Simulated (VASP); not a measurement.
**MgS (Niningerite): from the relaxed cell to its vibrations**

What lattice, stiffness and vibrations does MgS (Niningerite) have at one level of theory? The starting structure is a measured crystal structure from the Crystallography Open Database. All runs use PBEsol.

Program: VASP 6.6.1. Level of theory: Kohn-Sham DFT with plane waves and PAW; PBEsol. Results are calculated unless marked as measured.

### Step 1. Set-up

The structure is cubic, space group Fm-3m (No. 225). Conventional cell: a = 5.203 Å, b = 5.203 Å, c = 5.203 Å, α = 90.00°, β = 90.00°, γ = 90.00°. Nearest to S lie 6 Mg at 2.60 Å. Nearest to Mg lie 6 S at 2.60 Å. Farther neighbours and most contacts between anions are not listed.

As a file:

```xyz
2
Lattice="0.0000 2.6016 2.6016 2.6016 0.0000 2.6016 2.6016 2.6016 0.0000" Properties=species:S:1:pos:R:3 pbc="T T T"
S     2.6016    2.6016    2.6016
Mg    0.0000    0.0000    0.0000
```

### Step 2. Relaxation

This run starts from the cell of an earlier relaxation, which isn't shown; the restart sets up the plane waves anew.

INCAR reads:

```
SYSTEM = MgS
PREC = Accurate
ENCUT = 500
EDIFF = 1E-07
NELM = 100
ISMEAR = 0
SIGMA = 0.03
LREAL = .FALSE.
ALGO = Normal
GGA = PS
NBANDS = 10
LORBIT = 11
LWAVE = .FALSE.
LCHARG = .FALSE.
KPAR = 4
IBRION = 2
NSW = 50
ISIF = 3
EDIFFG = -0.002
```

POSCAR reads:

```
MgS
1.0
    0.0000000000      2.5887856735      2.5887856735
    2.5887856735      0.0000000000      2.5887856735
    2.5887856735      2.5887856735      0.0000000000
S Mg
1 1
Direct
    0.5000000000      0.5000000000      0.5000000000
    0.0000000000      0.0000000000      0.0000000000
```

KPOINTS reads:

```
Automatic mesh
0
Gamma
8 8 8
0 0 0
```

The projector-augmented-wave data sets are S and Mg (PBE family, release 64).

The run is started by

```
> mpirun -np 4 vasp_std
```

Output:

```text
[banner, memory and clock lines left out]
running    4 mpi-ranks, on    1 nodes
 distrk:  each k-point on    1 cores,    4 groups
 distr:  one band on    1 cores,    1 groups

 POSCAR found type information on POSCAR S Mg
 POSCAR found :  2 types and       2 ions
|                                                                             |
|               ----> ADVICE to this user running VASP <----                  |
|                                                                             |
|     You enforced a specific xc type in the INCAR file but a different       |
|     [... a line on the potential file left out ...]
|     I HOPE YOU KNOW WHAT YOU ARE DOING!                                     |
|                                                                             |

 LDA part: xc-table for (Slater+PW92), standard interpolation
 POSCAR, INCAR and KPOINTS ok, starting setup
 FFT: planning ... GRIDC
 FFT: planning ... GRID_SOFT
 FFT: planning ... GRID
 WAVECAR not read
 entering main loop
       N       E                     dE             d eps       ncg     rms          rms(c)
DAV:   1     0.205922002150E+02    0.20592E+02   -0.35439E+03   580   0.632E+02
DAV:   2    -0.815025767607E+01   -0.28742E+02   -0.27318E+02   758   0.103E+02
DAV:   3    -0.943399034792E+01   -0.12837E+01   -0.12819E+01   754   0.239E+01
DAV:   4    -0.944061949243E+01   -0.66291E-02   -0.66285E-02   700   0.197E+00
DAV:   5    -0.944066557641E+01   -0.46084E-04   -0.46084E-04   712   0.157E-01    0.417E+00
DAV:   6    -0.911850375769E+01    0.32216E+00   -0.70690E-01   624   0.353E+00    0.315E+00
DAV:   7    -0.907767002071E+01    0.40834E-01   -0.18814E-01   648   0.197E+00    0.194E+00
DAV:   8    -0.907510368028E+01    0.25663E-02   -0.98618E-03   650   0.623E-01    0.718E-01
DAV:   9    -0.907491141710E+01    0.19226E-03   -0.46823E-04   646   0.131E-01    0.299E-01
DAV:  10    -0.907490433281E+01    0.70843E-05   -0.13378E-04   658   0.555E-02    0.715E-03
DAV:  11    -0.907490467078E+01   -0.33797E-06   -0.17822E-06   704   0.870E-03    0.163E-02
DAV:  12    -0.907490447066E+01    0.20012E-06   -0.25752E-07   620   0.290E-03    0.333E-03
DAV:  13    -0.907490440377E+01    0.66895E-07   -0.41475E-08   332   0.941E-04
   1 F= -.90749044E+01 E0= -.90749044E+01  d E =-.907490E+01
 curvature:   0.00 expect dE= 0.000E+00 dE for cont linesearch  0.000E+00
 trial: gam= 0.00000 g(F)=  0.157E-59 g(S)=  0.943E-08 ort = 0.000E+00 (trialstep = 0.100E+01)
 search vector abs. value=  0.953E-08
 reached required accuracy - stopping structural energy minimisation
```

Elapsed: 4 s, on 4 MPI ranks of Intel Xeon 6975P-C (Granite Rapids), shared host; peak memory 0.59 GiB.

Lines that name or quote the potential files are left out of all logs, and their timing lines are given in words.

Parts of OUTCAR (step 2):

```text
ion  position               nearest neighbor table
   1  0.500  0.500  0.500-   2 2.59   2 2.59   2 2.59   2 2.59   2 2.59   2 2.59
   2  0.000  0.000  0.000-   1 2.59   1 2.59   1 2.59   1 2.59   1 2.59   1 2.59

  LATTYP: Found a face centered cubic cell.
 ALAT       =     5.1775713470

 Subroutine GETGRP returns: Found 48 space group operations
 (whereof 48 operations were pure point group operations)

The static configuration has the point symmetry O_h .

 Found     29 irreducible k-points:

   k-points           NKPTS =     29   k-points in BZ     NKDIM =     29   number of bands    NBANDS=     10

   dimension x,y,z NGX =    28 NGY =   28 NGZ =   28
   dimension x,y,z NGXF=    56 NGYF=   56 NGZF=   56

   ENCUT  =  500.0 eV  36.75 Ry    6.06 a.u.   6.68  6.68  6.68*2*pi/ulx,y,z

   NELECT =       8.0000    total number of electrons

 k-points in reciprocal lattice and weights: Automatic mesh
   0.00000000  0.00000000  0.00000000       0.002
   0.12500000  0.00000000  0.00000000       0.016
   0.25000000  0.00000000  0.00000000       0.016
   0.37500000  0.00000000  0.00000000       0.016
   0.50000000  0.00000000  0.00000000       0.008
   0.12500000  0.12500000  0.00000000       0.012
   0.25000000  0.12500000  0.00000000       0.047
   0.37500000  0.12500000  0.00000000       0.047
   0.50000000  0.12500000  0.00000000       0.047
[...]
-0.37500000  0.50000000  0.12500000       0.023
  -0.25000000  0.50000000  0.25000000       0.012

 average (electrostatic) potential at core
       1 -86.0855       2 -36.3808

 E-fermi :   4.0095

 k-point     1 :       0.0000    0.0000    0.0000
  band No.  band energies     occupation
      1      -8.9602      2.00000
      2       3.8093      2.00000
      3       3.8093      2.00000
      4       3.8093      2.00000
      5       7.5195      0.00000
      6      11.6539      0.00000
      7      11.6539      0.00000
      8      11.6539      0.00000
      9      14.1369      0.00000
    ...

 k-point     2 :       0.1250    0.0000    0.0000
  band No.  band energies     occupation
      1      -8.8039      2.00000
      2       2.7298      2.00000
      3       3.7030      2.00000
      4       3.7030      2.00000
      5       8.3232      0.00000
      6      11.3376      0.00000
      7      11.9131      0.00000
      8      11.9131      0.00000
      9      13.4939      0.00000
    ...

 k-point     3 :       0.2500    0.0000    0.0000
  band No.  band energies     occupation
      1      -8.3794      2.00000
      2       0.9227      2.00000
      3       3.4722      2.00000
      4       3.4722      2.00000
      5       8.6931      0.00000
      6      11.5644      0.00000
      7      11.5644      0.00000
      8      12.1056      0.00000
      9      14.0528      0.00000
    ...

  Total        0.0003610      0.0003610      0.0003610      0.0000000      0.0000000     -0.0000000
  in kB        0.0166681      0.0166681      0.0166681      0.0000000      0.0000000     -0.0000000
  external PRESSURE =       0.0166681 kB  Pullay stress =       0.0000000 kB

  energy-cutoff  :      500.00
  volume of cell :       34.70
      direct lattice vectors                 reciprocal lattice vectors
     0.000000000  2.588785673  2.588785673    -0.193140747  0.193140747  0.193140747
     2.588785673  0.000000000  2.588785673     0.193140747 -0.193140747  0.193140747
     2.588785673  2.588785673  0.000000000     0.193140747  0.193140747 -0.193140747

 POSITION                                       TOTAL-FORCE (eV/Angst)
 -----------------------------------------------------------------------------------
      2.58879      2.58879      2.58879        -0.000000      0.000000     -0.000000
      0.00000      0.00000      0.00000         0.000000     -0.000000      0.000000
 -----------------------------------------------------------------------------------
    total drift:                                0.000000      0.000000      0.000000

  FREE ENERGIE OF THE ION-ELECTRON SYSTEM (eV)
  ---------------------------------------------------
  free  energy   TOTEN  =        -9.0749044038 eV

  energy  without entropy=       -9.0749044038  energy(sigma->0) =       -9.07490440

 reached required accuracy - stopping structural energy minimisation

 total charge
# of ion       s       p       d       tot
------------------------------------------
    1        1.309   2.486   0.000   3.795
    2        0.139   0.132   0.041   0.312
--------------------------------------------------
tot          1.447   2.618   0.041   4.106

[... 3 further parts left out ...]
```

CONTCAR:

```
MgS
   1.00000000000000
     0.0000000000000000    2.5887856734999999    2.5887856734999999
     2.5887856734999999    0.0000000000000000    2.5887856734999999
     2.5887856734999999    2.5887856734999999    0.0000000000000000
  S               Mg
     1     1
Direct
     0.5000000000000000    0.5000000000000000    0.5000000000000000
     0.0000000000000000    0.0000000000000000    0.0000000000000000
```

The PAW data sets were made with PBE, which is usual practice but a small mismatch for other functionals. The run keeps the 48 symmetry operations of its start, so it cannot find a distortion of lower symmetry.

The relaxed cell holds 17.350 Å³ an atom, with a = 5.178 Å (-0.5 % against the database cell). Pressures at 0.985 and 1.015 times this volume, from two more relaxations that aren't shown, give a bulk modulus of 79.1 GPa.

### Step 3. Elastic constants

INCAR reads:

```
SYSTEM = MgS
PREC = Accurate
ENCUT = 700
EDIFF = 1E-08
NELM = 100
ISMEAR = 0
SIGMA = 0.03
LREAL = .FALSE.
ALGO = Normal
GGA = PS
NBANDS = 10
LORBIT = 11
LWAVE = .FALSE.
LCHARG = .FALSE.
KPAR = 4
IBRION = 6
NFREE = 2
POTIM = 0.015
ISIF = 3
NSW = 1
```

POSCAR is that of step 2.

KPOINTS is that of step 2.

The run is started by

```
> mpirun -np 4 vasp_std
```

Output:

```text
[banner, memory and clock lines left out]
running    4 mpi-ranks, on    1 nodes
[...]
[... a notice as in an earlier step ...]

 LDA part: xc-table for (Slater+PW92), standard interpolation
 POSCAR, INCAR and KPOINTS ok, starting setup
[...]
entering main loop
       N       E                     dE             d eps       ncg     rms          rms(c)
DAV:   1     0.282210306376E+02    0.28221E+02   -0.44835E+03   580   0.845E+02
DAV:   2    -0.779706602566E+01   -0.36018E+02   -0.33699E+02   776   0.117E+02
DAV:   3    -0.943204800062E+01   -0.16350E+01   -0.16324E+01   718   0.279E+01
DAV:   4    -0.944157947808E+01   -0.95315E-02   -0.95304E-02   732   0.245E+00
[...]
DAV:  12    -0.907565876600E+01    0.19256E-06   -0.33343E-07   686   0.334E-03    0.212E-03
DAV:  13    -0.907565872028E+01    0.45719E-07   -0.30944E-08   590   0.815E-04    0.185E-04
DAV:  14    -0.907565871323E+01    0.70471E-08   -0.51928E-10   340   0.184E-04
   1 F= -.90756587E+01 E0= -.90756587E+01  d E =-.932484E-14
[... from here on, the cycles between the ionic steps are left out ...]
   2 F= -.90722209E+01 E0= -.90722209E+01  d E =-.113767E-19
   3 F= -.90715620E+01 E0= -.90715620E+01  d E =-.291252E-24
   4 F= -.90722209E+01 E0= -.90722209E+01  d E =-.581946E-19
   5 F= -.90715620E+01 E0= -.90715620E+01  d E =-.291885E-24
   6 F= -.90722209E+01 E0= -.90722209E+01  d E =-.582149E-19
   7 F= -.90715620E+01 E0= -.90715620E+01  d E =-.292492E-24
   8 F= -.90743342E+01 E0= -.90743342E+01  d E =-.199419E-12
   9 F= -.90743342E+01 E0= -.90743342E+01  d E =-.197991E-12
  10 F= -.90743342E+01 E0= -.90743342E+01  d E =-.199591E-12
  11 F= -.90743342E+01 E0= -.90743342E+01  d E =-.195270E-12
  12 F= -.90743342E+01 E0= -.90743342E+01  d E =-.198298E-12
  13 F= -.90743342E+01 E0= -.90743342E+01  d E =-.198978E-12
  14 F= -.90753156E+01 E0= -.90753156E+01  d E =-.407360E-23
  15 F= -.90753157E+01 E0= -.90753157E+01  d E =-.407648E-23
  16 F= -.90753163E+01 E0= -.90753163E+01  d E =-.407622E-23
  17 F= -.90753163E+01 E0= -.90753163E+01  d E =-.407442E-23
 Finite differences progress:
  Degree of freedom:   8/  8
  Displacement:        2/  2
  Total:              16/ 16
```

Wall time 93 s (4 MPI ranks); peak memory 1.2 GiB.

Parts of OUTCAR (step 3):

```text
  Total        0.0132726      0.0069392      0.0069392      0.0000000      0.0000000      0.0000000
  in kB        0.6128432      0.3204066      0.3204066      0.0000000      0.0000000      0.0000000
  external PRESSURE =       0.4178855 kB  Pullay stress =       0.0000000 kB

 POSITION                                       TOTAL-FORCE (eV/Angst)
 -----------------------------------------------------------------------------------
      2.58879      2.58879      2.58879        -0.045671      0.000000      0.000000
     -0.01500      0.00000      0.00000         0.045671      0.000000      0.000000
 -----------------------------------------------------------------------------------
    total drift:                                0.000034      0.000000      0.000000

  FREE ENERGIE OF THE ION-ELECTRON SYSTEM (eV)
  ---------------------------------------------------
  free  energy   TOTEN  =        -9.0753163367 eV

  energy  without entropy=       -9.0753163367  energy(sigma->0) =       -9.07531634

[... 1 part as in an earlier step ...]

[... 2 further parts left out ...]
[key lines of the parts left out:]
E-fermi :   4.0092
```

The last energy, forces and stress in OUTCAR belong to the last displaced cell, not to that of POSCAR.

The elastic tensor has C11 = 154.7, C12 = 41.5, C44 = 54.4 GPa; its Hill averages are a bulk modulus of 79.2 and a shear modulus of 55.3 GPa.

### Step 4. Modes of the relaxed cell

INCAR reads:

```
SYSTEM = MgS
PREC = Accurate
ENCUT = 500
EDIFF = 1E-08
NELM = 100
ISMEAR = 0
SIGMA = 0.03
LREAL = .FALSE.
ALGO = Normal
GGA = PS
NBANDS = 10
LORBIT = 11
LWAVE = .FALSE.
LCHARG = .FALSE.
KPAR = 4
IBRION = 8
LEPSILON = .TRUE.
LPEAD = .TRUE.
ISIF = 2
```

POSCAR is that of step 3.

KPOINTS reads:

```
Automatic mesh
0
Gamma
14 14 14
0 0 0
```

The run is started by

```
> mpirun -np 4 vasp_std
```

Output:

```text
[... set-up lines as in an earlier step ...]
 entering main loop
       N       E                     dE             d eps       ncg     rms          rms(c)
DAV:   1     0.209241292892E+02    0.20924E+02   -0.35221E+03  2136   0.630E+02
DAV:   2    -0.819487243079E+01   -0.29119E+02   -0.27677E+02  2724   0.102E+02
DAV:   3    -0.943359269147E+01   -0.12387E+01   -0.12374E+01  2544   0.236E+01
DAV:   4    -0.944070702153E+01   -0.71143E-02   -0.71136E-02  2504   0.211E+00
[...]
DAV:  12    -0.907516327100E+01    0.17467E-06   -0.17192E-07  2544   0.241E-03    0.417E-03
DAV:  13    -0.907516318581E+01    0.85199E-07   -0.62293E-08  2250   0.112E-03    0.160E-04
DAV:  14    -0.907516318419E+01    0.16134E-08   -0.68814E-10  1210   0.201E-04
   1 F= -.90751632E+01 E0= -.90751632E+01  d E =-.195866E-13
 Linear response reoptimize wavefunctions to high precision
DAV:   1    -0.907516318328E+01    0.91353E-09   -0.49560E-11  1284   0.572E-05
DAV:   2    -0.907516318328E+01   -0.27285E-11   -0.41503E-12  1170   0.179E-05
 Linear response to external field (no local field effect), progress :
[...]
RMM:  13    -0.106072621242E+00   -0.45257E-08   -0.22447E-08  6518   0.194E-05    0.588E-07
 first order change of Fermi-energy  -0.32741E-01
 force on displaced ion       1 direction 1 :  -3.039   0.000   0.000
 Born effective charge ion    1 direction 1 :  -2.301   0.000   0.000
 Linear response progress:
  Degree of freedom:   2/  2
       N       E                     dE             d eps       ncg     rms          rms(c)
RMM:   1    -0.202298493013E-02   -0.20230E-02   -0.23144E-03  9044   0.391E-01
RMM:   2    -0.180739339404E-02    0.21559E-03   -0.22389E-04  7595   0.966E-02    0.486E-02
RMM:   3    -0.177210724734E-02    0.35286E-04   -0.31980E-05  7916   0.294E-02    0.280E-02
RMM:   4    -0.177475763640E-02   -0.26504E-05   -0.14203E-05  7868   0.201E-02    0.781E-03
[...]
RMM:   8    -0.177128870577E-02   -0.32486E-07   -0.56870E-10  8383   0.123E-04    0.251E-05
RMM:   9    -0.177133160315E-02   -0.42897E-07   -0.18080E-11  8505   0.293E-05    0.299E-06
RMM:  10    -0.177133360070E-02   -0.19975E-08    0.15224E-11  8830   0.581E-06    0.773E-07
 first order change of Fermi-energy   0.33220E-01
 force on displaced ion       2 direction 1 :  -3.040   0.000   0.000
 Born effective charge ion    2 direction 1 :   2.301   0.000   0.000
 Born effective charges drift removed
 Linear response finished
```

Elapsed: 1.9 min, on 4 MPI ranks; peak memory 2 GiB; 7.6 min of CPU time.

Parts of OUTCAR (step 4):

```text
  Total       -0.0002900     -0.0002900     -0.0002900     -0.0000000     -0.0000000      0.0000000
  in kB       -0.0133925     -0.0133925     -0.0133925     -0.0000000     -0.0000000      0.0000000
  external PRESSURE =      -0.0133925 kB  Pullay stress =       0.0000000 kB

 MACROSCOPIC STATIC DIELECTRIC TENSOR (including local field effects in DFT)
 ------------------------------------------------------
           5.473113     0.000000    -0.000000
          -0.000000     5.473113     0.000000
          -0.000000    -0.000000     5.473113
 ------------------------------------------------------

 MACROSCOPIC STATIC DIELECTRIC TENSOR IONIC CONTRIBUTION
 ------------------------------------------------------
           9.086815     0.000000    -0.000000
           0.000000     9.086815    -0.000000
          -0.000000    -0.000000     9.086815
 ------------------------------------------------------

[... 2 parts as in an earlier step ...]

[... 1 further part left out ...]
```

The zone-centre modes at 17.350 Å³ an atom are T1u 244.5 cm⁻¹.

(Continued in part 2 of 2.)

[Lines on the potential files, build, host, timing and source positions are cut from VASP's logs without a mark.]

[Logs are printed without paths, hosts, clocks, repeated set-up lines and the standing remarks that a program may print on its own settings, such as how far it seeks lower states.]

[Hosts, paths, dates, database ids (printed as entryN), source tags and the programs' standing remarks are cut or masked in the printed files.]
